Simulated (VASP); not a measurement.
Consider the following.

```xyz
2
Lattice="1.7283 -2.9934 0.0000 1.7283 2.9934 0.0000 0.0000 0.0000 5.3737" Properties=species:S:1:pos:R:3 pbc="T T T"
Lu     1.7283     0.9978     1.3434
Lu     1.7283    -0.9978     4.0303
```

All values below come from PBEsol GGA, VASP's PBE PAW potentials (set 64) (plane waves; VASP). Numerical set-up: 400 eV cut-off, 14×14×8 Γ-centred mesh, tetrahedra with Blöchl corrections, potentials Lu_3.

Task: Estimate the energy per atom (σ→0), band gap (on the k-mesh) with the smallest direct gap where there is one.

Result: 
```
Property                                                    Result
------------------------  ----------------------------------------
band gap (on the k-mesh)  none (metal, semimetal or under 0.01 eV)
energy per atom (σ→0)                               -4.872 eV/atom
```

Only differences to runs with the same potentials and settings are physical.

The compound is Lu in the hcp structure. It was relaxed first, which changed the volume by -6 %.
